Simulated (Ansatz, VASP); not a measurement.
## Cross-check of Al13C42N13 (graphene/h-AlN heterobilayer) between VASP and Ansatz

One calculation is typed for both programs; each brings its own data sets. How far apart do they land? The cell is taken from a series of runs on this material, whose earlier steps may have relaxed, scaled, displaced or heated it; both programs get it as it stands.

Main program and level: Ansatz 0.2.0; plane waves, with VASP 6.6.1 beside it; single point at LDA.

## Step 1: Starting point

The cell holds 68 atoms: 42 C, 13 Al and 13 N. Its edges and angles: a = 11.279 Å, b = 11.279 Å, c = 19.440 Å, α = 90.0°, β = 90.0°, γ = 120.0°. As first built, before any earlier steps moved the atoms (in the runner's words): 21 cells of graphene (a = 2.46 A, strained +0.05 %) and 13 cells of h-AlN (a = 3.13 A, -0.05 %) on one hexagonal cell, twist 57.00 deg; facing atoms 3.44 A apart;; displaced by a Gaussian of 0.01 A. Vacuum lies along c.

Structure file:

```cif
data_structure
_symmetry_space_group_name_H-M 'P 1'
_symmetry_Int_Tables_number 1
_cell_length_a 11.2793
_cell_length_b 11.2793
_cell_length_c 19.4400
_cell_angle_alpha 90.000
_cell_angle_beta 90.000
_cell_angle_gamma 120.000
_cell_volume 2141.86
loop_
_atom_site_label
_atom_site_type_symbol
_atom_site_fract_x
_atom_site_fract_y
_atom_site_fract_z
_atom_site_occupancy
C1 C 0.09530 0.14261 0.41038 1
C2 C 0.14285 0.04727 0.41048 1
C3 C 0.14283 0.38065 0.41057 1
C4 C 0.19044 0.28531 0.41042 1
C5 C 0.19043 0.61872 0.41071 1
C6 C 0.23800 0.52352 0.41044 1
C7 C 0.23801 0.85683 0.41145 1
C8 C 0.28563 0.76158 0.41152 1
C9 C 0.28556 0.09499 0.41178 1
C10 C 0.33315 0.99963 0.41265 1
C11 C 0.33328 0.33301 0.41086 1
C12 C 0.38082 0.23776 0.41193 1
C13 C 0.38093 0.57116 0.41052 1
C14 C 0.42858 0.47593 0.41047 1
C15 C 0.42849 0.80915 0.41222 1
C16 C 0.47614 0.71391 0.41118 1
C17 C 0.47609 0.04734 0.41379 1
C18 C 0.52372 0.95212 0.41348 1
C19 C 0.52377 0.28554 0.41270 1
C20 C 0.57145 0.19025 0.41385 1
C21 C 0.57132 0.52355 0.41056 1
C22 C 0.61894 0.42826 0.41155 1
C23 C 0.61903 0.76152 0.41083 1
C24 C 0.66665 0.66635 0.41003 1
C25 C 0.66664 0.99968 0.41301 1
C26 C 0.71427 0.90437 0.41149 1
C27 C 0.71426 0.23780 0.41343 1
C28 C 0.76187 0.14250 0.41313 1
C29 C 0.76177 0.47588 0.41118 1
C30 C 0.80946 0.38068 0.41214 1
C31 C 0.80949 0.71397 0.40949 1
C32 C 0.85702 0.61864 0.40989 1
C33 C 0.85715 0.95201 0.41047 1
C34 C 0.90472 0.85671 0.40953 1
C35 C 0.90486 0.19018 0.41183 1
C36 C 0.95236 0.09487 0.41081 1
C37 C 0.95239 0.42834 0.41131 1
C38 C 0.99999 0.33301 0.41123 1
C39 C 0.99986 0.66635 0.40990 1
C40 C 0.04751 0.57111 0.41048 1
C41 C 0.04762 0.90444 0.40976 1
C42 C 0.09515 0.80916 0.41010 1
Al43 Al 0.11420 0.37032 0.60382 1
Al44 Al 0.19115 0.67804 0.60379 1
Al45 Al 0.26812 0.98572 0.60388 1
Al46 Al 0.34505 0.29335 0.60393 1
Al47 Al 0.42185 0.60113 0.60411 1
Al48 Al 0.49875 0.90888 0.60371 1
Al49 Al 0.57574 0.21640 0.60383 1
Al50 Al 0.65255 0.52404 0.60405 1
Al51 Al 0.72941 0.83192 0.60406 1
Al52 Al 0.80636 0.13953 0.60377 1
Al53 Al 0.88336 0.44709 0.60375 1
Al54 Al 0.96030 0.75494 0.60406 1
Al55 Al 0.03727 0.06269 0.60415 1
N56 N 0.16552 0.24210 0.60407 1
N57 N 0.24232 0.54978 0.60407 1
N58 N 0.31925 0.85746 0.60405 1
N59 N 0.39628 0.16513 0.60428 1
N60 N 0.47313 0.47286 0.60424 1
N61 N 0.55003 0.78062 0.60414 1
N62 N 0.62700 0.08825 0.60435 1
N63 N 0.70391 0.39592 0.60428 1
N64 N 0.78077 0.70366 0.60406 1
N65 N 0.85779 0.01136 0.60415 1
N66 N 0.93467 0.31896 0.60398 1
N67 N 0.01154 0.62669 0.60376 1
N68 N 0.08853 0.93442 0.60415 1
```

## Step 2: Ansatz: single point, LDA, pair 1

Ansatz runs on its default PAW (the set named soft_2) files.

With cell and atoms fixed, the geometry can't cause a difference; cores, projectors, grids and the points listed under the comparison can.

File input.yaml:

```yaml
crystal:
  lattice:
    - [11.2793, 0.0, 0.0]
    - [-5.63965, 9.76816, 0.0]
    - [0.0, 0.0, 19.44]
  atoms:
    - { symbol: C, position: [0.0953, 0.14261, 0.41038] }
    - { symbol: C, position: [0.14285, 0.04727, 0.41048] }
    - { symbol: C, position: [0.14283, 0.38065, 0.41057] }
    - { symbol: C, position: [0.19044, 0.28531, 0.41042] }
    - { symbol: C, position: [0.19043, 0.61872, 0.41071] }
    - { symbol: C, position: [0.238, 0.52352, 0.41044] }
    - { symbol: C, position: [0.23801, 0.85683, 0.41145] }
    - { symbol: C, position: [0.28563, 0.76158, 0.41152] }
    - { symbol: C, position: [0.28556, 0.09499, 0.41178] }
    - { symbol: C, position: [0.33315, 0.99963, 0.41265] }
    - { symbol: C, position: [0.33328, 0.33301, 0.41086] }
    - { symbol: C, position: [0.38082, 0.23776, 0.41193] }
    - { symbol: C, position: [0.38093, 0.57116, 0.41052] }
    - { symbol: C, position: [0.42858, 0.47593, 0.41047] }
    - { symbol: C, position: [0.42849, 0.80915, 0.41222] }
    - { symbol: C, position: [0.47614, 0.71391, 0.41118] }
    - { symbol: C, position: [0.47609, 0.04734, 0.41379] }
    - { symbol: C, position: [0.52372, 0.95212, 0.41348] }
    - { symbol: C, position: [0.52377, 0.28554, 0.4127] }
    - { symbol: C, position: [0.57145, 0.19025, 0.41385] }
    - { symbol: C, position: [0.57132, 0.52355, 0.41056] }
    - { symbol: C, position: [0.61894, 0.42826, 0.41155] }
    - { symbol: C, position: [0.61903, 0.76152, 0.41083] }
    - { symbol: C, position: [0.66665, 0.66635, 0.41003] }
    - { symbol: C, position: [0.66664, 0.99968, 0.41301] }
    - { symbol: C, position: [0.71427, 0.90437, 0.41149] }
    - { symbol: C, position: [0.71426, 0.2378, 0.41343] }
    - { symbol: C, position: [0.76187, 0.1425, 0.41313] }
    - { symbol: C, position: [0.76177, 0.47588, 0.41118] }
    - { symbol: C, position: [0.80946, 0.38068, 0.41214] }
    - { symbol: C, position: [0.80949, 0.71397, 0.40949] }
    - { symbol: C, position: [0.85702, 0.61864, 0.40989] }
    - { symbol: C, position: [0.85715, 0.95201, 0.41047] }
    - { symbol: C, position: [0.90472, 0.85671, 0.40953] }
    - { symbol: C, position: [0.90486, 0.19018, 0.41183] }
    - { symbol: C, position: [0.95236, 0.09487, 0.41081] }
    - { symbol: C, position: [0.95239, 0.42834, 0.41131] }
    - { symbol: C, position: [0.99999, 0.33301, 0.41123] }
    - { symbol: C, position: [0.99986, 0.66635, 0.4099] }
    - { symbol: C, position: [0.04751, 0.57111, 0.41048] }
    - { symbol: C, position: [0.04762, 0.90444, 0.40976] }
    - { symbol: C, position: [0.09515, 0.80916, 0.4101] }
    - { symbol: Al, position: [0.1142, 0.37032, 0.60382] }
    - { symbol: "N", position: [0.16552, 0.2421, 0.60407] }
    - { symbol: Al, position: [0.19115, 0.67804, 0.60379] }
    - { symbol: "N", position: [0.24232, 0.54978, 0.60407] }
    - { symbol: Al, position: [0.26812, 0.98572, 0.60388] }
    - { symbol: "N", position: [0.31925, 0.85746, 0.60405] }
    - { symbol: Al, position: [0.34505, 0.29335, 0.60393] }
    - { symbol: "N", position: [0.39628, 0.16513, 0.60428] }
    - { symbol: Al, position: [0.42185, 0.60113, 0.60411] }
    - { symbol: "N", position: [0.47313, 0.47286, 0.60424] }
    - { symbol: Al, position: [0.49875, 0.90888, 0.60371] }
    - { symbol: "N", position: [0.55003, 0.78062, 0.60414] }
    - { symbol: Al, position: [0.57574, 0.2164, 0.60383] }
    - { symbol: "N", position: [0.627, 0.08825, 0.60435] }
    - { symbol: Al, position: [0.65255, 0.52404, 0.60405] }
    - { symbol: "N", position: [0.70391, 0.39592, 0.60428] }
    - { symbol: Al, position: [0.72941, 0.83192, 0.60406] }
    - { symbol: "N", position: [0.78077, 0.70366, 0.60406] }
    - { symbol: Al, position: [0.80636, 0.13953, 0.60377] }
    - { symbol: "N", position: [0.85779, 0.01136, 0.60415] }
    - { symbol: Al, position: [0.88336, 0.44709, 0.60375] }
    - { symbol: "N", position: [0.93467, 0.31896, 0.60398] }
    - { symbol: Al, position: [0.9603, 0.75494, 0.60406] }
    - { symbol: "N", position: [0.01154, 0.62669, 0.60376] }
    - { symbol: Al, position: [0.03727, 0.06269, 0.60415] }
    - { symbol: "N", position: [0.08853, 0.93442, 0.60415] }
kpoints:
  mp_grid: { grid: [3, 3, 1] }
hamiltonian:
  xc: lda
scf:
  occupations: { method: fermi_dirac, width: 0.025 }
output:
  forces: true
  eigenvalues: true
```

Started as:

```bash
ansatz run input.yaml --threads 8 --pin off --max-ram 15872MiB --backend cpu --events-out ev --progress --plain --runs-dir out
```

Numbers of over 12 decimals in the logs are rounded to 6 here.

What it wrote:

```text
Engine: ansatz 0.2.0, aarch64-unknown-linux-gnu
Pseudopotentials: kind: paw
Pseudopotential: C, paw, valence charge 4, recommended cutoff 420 eV (normal), C.paw.azcp
Pseudopotential: Al, paw, valence charge 3, recommended cutoff 420 eV (normal), Al.paw.azcp
Pseudopotential: N, paw, valence charge 5, recommended cutoff 420 eV (normal), N.paw.azcp
Functional definition: SPW92
  exchange = slater_x
  correlation = pw_c
Crystal: 68 atoms, lattice volume = 2141.860 Å³
Basis set: ecut = 420 eV, 41855 PW (Γ)
Bands: 204, of which v1, the nominal top of the filled ones, is band 136 counted from 1 (135 counted from 0)
Symmetry: 1 space group operations
Space group: P1 (ITA 1), of the structure as read, at distance tolerance 1.3e-4 Å
k-points: 5 of 9 (time reversal used)
Non-local potential: C, projectors of the file, l = 0: 2, l = 1: 2, l = 2: 1
Non-local potential: Al, projectors of the file, l = 0: 2, l = 1: 2, l = 2: 1
Non-local potential: N, projectors of the file, l = 0: 2, l = 1: 2, l = 2: 1
PAW form: soft (Blöchl's): semilocal exchange-correlation on the pseudo side does not see the compensation charge
PAW frozen core: C, regenerated for the run's functional, and the local potential with it (the file was generated under x = pbe(κ = 0.804, μ = 0.219515), c = pbe(β = 0.066725))
PAW frozen core: Al, regenerated for the run's functional, and the local potential with it (the file was generated under x = pbe(κ = 0.804, μ = 0.219515), c = pbe(β = 0.066725))
PAW frozen core: N, regenerated for the run's functional, and the local potential with it (the file was generated under x = pbe(κ = 0.804, μ = 0.219515), c = pbe(β = 0.066725))
PAW one-centre angular grid: C, 110 points (default); XC on 64 Gauss nodes
PAW one-centre angular grid: Al, 110 points (default); XC on 64 Gauss nodes
PAW one-centre angular grid: N, 110 points (default); XC on 64 Gauss nodes
Initial density: superposition of atomic densities (neutral atoms: chi_scale 0, normalization atom), corrected by the library's trained network
Initial wavefunctions: pseudopotential atomic-orbital guess
Functional: x = slater, c = lda
SCF iter   1: F=—  HF=-21756.164075 eV  |F-HF|=—  |Δ(HF+E_count)|=         —  Δρ=4.26e-3  dr2=3.26e-1  ethr=1.77e-3  ⟨swp⟩=10.0  Hψ=6543  notcnv=0  defer=192
preconditioner: auto → LDOS  [metal: Δε(μ)=0.004 eV  Ē_g=12.834 eV  σ=0.025 eV  W_gap=0.04  n_scr=250 (ndim 8)  ℏωp=13.2 eV  f_vac=0.602  D(μ)=8.80/eV (n_scr^D=22)  β→1.0]
SCF iter   2: F=—  HF=-21756.206275 eV  |F-HF|=—  |Δ(HF+E_count)|=   4.22e-2  Δρ=4.73e-3  dr2=5.14e-1  ethr=1.20e-4  ⟨swp⟩=2.2  Hψ=1804  notcnv=0  defer=307
SCF iter   3: F=—  HF=-21756.112719 eV  |F-HF|=—  |Δ(HF+E_count)|=   9.36e-2  Δρ=2.63e-3  dr2=1.59e-1  ethr=1.20e-4  ⟨swp⟩=2.2  Hψ=1306  notcnv=0  defer=307
SCF iter   4: F=—  HF=-21756.073738 eV  |F-HF|=—  |Δ(HF+E_count)|=   3.90e-2  Δρ=6.98e-4  dr2=1.14e-2  ethr=5.86e-5  ⟨swp⟩=2.0  Hψ=1491  notcnv=0  defer=307
SCF iter   5: F=—  HF=-21756.070848 eV  |F-HF|=—  |Δ(HF+E_count)|=   2.89e-3  Δρ=1.27e-4  dr2=3.99e-4  ethr=4.20e-6  ⟨swp⟩=2.0  Hψ=1306  notcnv=0  defer=307
SCF iter   6: F=—  HF=-21756.070786 eV  |F-HF|=—  |Δ(HF+E_count)|=   6.23e-5  Δρ=5.02e-5  dr2=1.05e-4  ethr=1.47e-7  ⟨swp⟩=2.0  Hψ=1318  notcnv=0  defer=307
SCF iter   7: F=—  HF=-21756.070793 eV  |F-HF|=—  |Δ(HF+E_count)|=   7.16e-6  Δρ=1.44e-5  dr2=1.13e-5  ethr=3.87e-8  ⟨swp⟩=2.0  Hψ=1322  notcnv=0  defer=307
SCF iter   8: F=—  HF=-21756.071402 eV  |F-HF|=—  |Δ(HF+E_count)|=   6.09e-4  Δρ=8.57e-6  dr2=4.57e-6  ethr=4.16e-9  ⟨swp⟩=2.0  Hψ=1213  notcnv=0  defer=307
SCF iter   9: F=—  HF=-21756.071403 eV  |F-HF|=—  |Δ(HF+E_count)|=   3.16e-7  Δρ=3.55e-6  dr2=8.74e-7  ethr=1.68e-9  ⟨swp⟩=2.0  Hψ=930  notcnv=0  defer=307
SCF iter  10: F=—  HF=-21756.071403 eV  |F-HF|=—  |Δ(HF+E_count)|=   1.94e-7  Δρ=2.81e-6  dr2=2.52e-7  ethr=3.21e-10  ⟨swp⟩=2.0  Hψ=1013  notcnv=0  defer=307
SCF iter  11: F=-21756.071403 eV  HF=-21756.071403 eV  |F-HF|=4.32e-8  |Δ(HF+E_count)|=   3.23e-8  Δρ=9.02e-7  dr2=1.28e-8  ethr=3.68e-11  ⟨swp⟩=33.8  Hψ=9432  notcnv=0
SCF 1 converged in 11 iterations: F = -21756.071403 eV  dr2 = 1.28e-8
  greatest PAW one-centre occupation: 0.783 electrons in one spin orbital (limit 2), on the N atom at site 55 (counted from 0), in its partial waves of l = 0
SCF converged after 11 iterations
Free energy (F): -21756.071403 eV
Harris-Foulkes:  -21756.071403 eV  (|F-HF|=4.32e-8)
Internal energy: -21756.056096 eV  (E = F + TS)
E sigma→0 (E₀):  -21756.063750 eV
Entropy (-TS):   -0.015307 eV (-0.225 meV/atom)
Fermi energy:    -1.101359 eV
--- Per-component energies (eV) ---
  E_band       = -2408.415982
  E_kinetic    = 5832.037722
  E_local      = -100562.559896  (includes V_loc(G=0)·N_el)
  E_nonlocal   = 1946.851864
  E_hartree    = 47428.872190
  E_xc         = -3273.346596
  E_vxc        = -3840.459118  (∫ρ·V_xc dr)
[...]
atom  54  N     -0.02008077     0.00059769    -0.01373660
  atom  55  Al    -0.00375439     0.00939202    -0.02527679
  atom  56  N     -0.01078620    -0.00182331    -0.03977832
  atom  57  Al     0.00951026     0.02094580    -0.04225980
  atom  58  N     -0.00076154    -0.00813081    -0.02912980
  atom  59  Al     0.03422674    -0.00436294    -0.05073395
  atom  60  N     -0.00779069    -0.00333104    -0.00466229
  atom  61  Al     0.02885065    -0.00481416    -0.02884002
  atom  62  N     -0.01773785     0.00464510    -0.01218217
  atom  63  Al    -0.00528312     0.01793509    -0.03595879
  atom  64  N      0.00440390     0.00224797    -0.02030407
  atom  65  Al    -0.00412201    -0.00539397    -0.05827655
  atom  66  N      0.01370781    -0.00276938    -0.00360965
  atom  67  Al     0.00543384    -0.01093664    -0.05902000
  atom  68  N      0.01023528     0.00761210    -0.00882162
  max |Σ_I F_I| component: 3.14e-3 eV/Å
--- Band table (eV; the first three rows and the last of 5) ---
  k-point 0: bands = [... 132 lower, -2.2382, -2.2377, -1.1077, -1.1031, -1.0997, -1.0949, 0.9056, 1.3060, ... 64 higher]
  k-point 1: bands = [... 132 lower, -2.3015, -2.2357, -2.1259, -2.0815, -0.0684, 0.1225, 0.4408, 0.6154, ... 64 higher]
  k-point 2: bands = [... 132 lower, -2.3014, -2.2371, -2.1257, -2.0819, -0.0658, 0.1200, 0.4457, 0.6090, ... 64 higher]
  k-point 4: bands = [... 132 lower, -2.3016, -2.2342, -2.1258, -2.0811, -0.0709, 0.1242, 0.4473, 0.6137, ... 64 higher]
```

(Continued in part 2 of 3.)

[Lines on the potential files, build, host, timing and source positions are cut from VASP's logs without a mark.]

[Logs are printed without paths, hosts, clocks, repeated set-up lines and the standing remarks that a program may print on its own settings, such as how far it seeks lower states.]

[Hosts, paths, dates, database ids (printed as entryN), source tags and the programs' standing remarks are cut or masked in the printed files.]
